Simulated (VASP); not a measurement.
Here is a VASP 6.6.1 calculation.

Contents of POSCAR:

```
CdSe
1.0
    0.0000000000      3.0702712000      3.0702712000
    3.0702712000      0.0000000000      3.0702712000
    3.0702712000      3.0702712000      0.0000000000
Cd Se
1 1
Direct
    0.0000000000      0.0000000000      0.0000000000
    0.2500000000      0.2500000000      0.2500000000
```

The input INCAR.step1:

```
PREC = Accurate ; ENCUT = 600
EDIFF = 1E-8 ; ISMEAR = 0
SIGMA = 0.02 ; LREAL = False
LASPH = True ; NELM = 80
ALGO = Normal ; ISIF = 3
LWAVE = False ; LCHARG = False
IBRION = 2 ; NSW = 40
EDIFFG = -0.002
```

File INCAR.step2:

```
PREC = Accurate ; ENCUT = 600
EDIFF = 1E-8 ; ISMEAR = 0
SIGMA = 0.02 ; LREAL = False
LASPH = True ; NELM = 80
ALGO = Normal ; ISIF = 2
LWAVE = False ; LCHARG = False
IBRION = 8 ; NSW = 1
```

The input KPOINTS:

```
regular mesh
0
Gamma
  14 14 14
```

Potentials or basis: VASP PAW LDA potentials, release 64 (Cd, Se).

The run is started by

```bash
$ cat potpaw_LDA.64/Cd/POTCAR potpaw_LDA.64/Se/POTCAR > POTCAR
$ cp INCAR.step1 INCAR
$ mpirun -np 1 vasp_std > vasp.out
$ cp CONTCAR POSCAR
$ cp INCAR.step2 INCAR
$ mpirun -np 1 vasp_std > vasp.out
```

(1) What does it give for the highest phonon frequency at Γ, LO-TO splitting left out?

(2) What does it give for the space group after relaxing (to 0.05 Å)?

## Answers

(1) 176 cm⁻¹.

(2) F-43m (No. 216).
